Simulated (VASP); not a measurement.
A convergence study with VASP on TiCo (CsCl type): one setting is varied, all else stays as given below, so the limit is that of these other settings. Each run relaxes cell and ions from the cell shown.

```
CoTi
1.0
    2.99000     0.00000     0.00000
    0.00000     2.99000     0.00000
    0.00000     0.00000     2.99000
Ti Co
1 1
Direct
  0.00000   0.00000   0.00000
  0.50000   0.50000   0.50000
```

All values below come from PBE GGA, VASP's PBE PAW potentials (set 64) (plane waves; VASP 6.6.1). The tightest run used: 550 eV cut-off, 17×17×17 Γ-centred mesh, first-order Methfessel-Paxton smearing of 0.10 eV, potentials Ti_sv Co.

The settings run are 2×2×2 mesh; 3×3×3 mesh; 4×4×4 mesh; 5×5×5 mesh; 6×6×6 mesh; 7×7×7 mesh; 8×8×8 mesh; 9×9×9 mesh; 11×11×11 mesh; 12×12×12 mesh; 13×13×13 mesh; 14×14×14 mesh; 15×15×15 mesh; 16×16×16 mesh; 17×17×17 mesh. From which on does the relaxed volume stay within 0.1 Å³/atom of the tightest run?

From 4×4×4 mesh on: it is off by 0.008 there and by no more than 0.1 in any finer run, while 3×3×3 mesh is off by 0.129.
```
setting        relaxed volume (Å³/atom)  E (eV/atom)  irreducible k-points  difference judged (Å³/atom)
-------------  ------------------------  -----------  --------------------  ---------------------------
2×2×2 mesh                       13.042      -7.2356                     4                        0.043
3×3×3 mesh                       12.956      -7.8480                     4                        0.129
4×4×4 mesh                       13.093      -7.8409                    10                        0.008
5×5×5 mesh                       13.109      -7.7877                    10                        0.024
6×6×6 mesh                       13.111      -7.8304                    20                        0.026
7×7×7 mesh                       13.085      -7.8047                    20                        0.000
8×8×8 mesh                       13.087      -7.8251                    35                        0.001
9×9×9 mesh                       13.091      -7.8131                    35                        0.006
11×11×11 mesh                    13.094      -7.8191                    56                        0.009
12×12×12 mesh                    13.084      -7.8165                    84                        0.001
13×13×13 mesh                    13.088      -7.8196                    84                        0.003
14×14×14 mesh                    13.084      -7.8177                   120                        0.001
15×15×15 mesh                    13.083      -7.8206                   120                        0.002
16×16×16 mesh                    13.090      -7.8181                   165                        0.005
17×17×17 mesh                    13.085      -7.8190                   165                        0.000
```

Left out are rungs that failed or repeat a setting and relaxations that didn't move; long series are thinned to 24 rows.

The compound is TiCo in the CsCl type structure. The run is not spin-polarised, so no magnetic state was tried. The electron count is odd and the run is not spin-polarised, which forces a metal.
